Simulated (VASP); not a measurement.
Data:

```
Ta
1.0
   -1.64383     1.64383     1.64383
    1.64383    -1.64383     1.64383
    1.64383     1.64383    -1.64383
Ta
1
Direct
  0.00000   0.00000   0.00000
```

Calculation: PBE GGA with D3 dispersion (Becke-Johnson damping), VASP's PBE PAW potentials (set 64) (plane waves; VASP). Run with 520 eV cut-off, Gaussian smearing of 0.050 eV, potentials Ta_pv.

**Question.** Give the energies of bands 4 to 8 at the high-symmetry points, in eV from the Fermi level.

**Answer.** 
```json
[
 {"band": "4", "Γ": "-7.95", "H": "-3.87", "N": "-4.42", "P": "-1.22"},
 {"band": "5", "Γ": "0.75", "H": "-3.87", "N": "-1.57", "P": "-1.22"},
 {"band": "6", "Γ": "0.75", "H": "6.96", "N": "1.67", "P": "-1.22"},
 {"band": "7", "Γ": "0.75", "H": "6.96", "N": "3.96", "P": "5.18"},
 {"band": "8", "Γ": "4.07", "H": "6.96", "N": "5.00", "P": "5.18"}
]
```

It has no gap at this level: it comes out as a metal or semimetal.

The compound is Ta in the bcc structure. It was relaxed first.
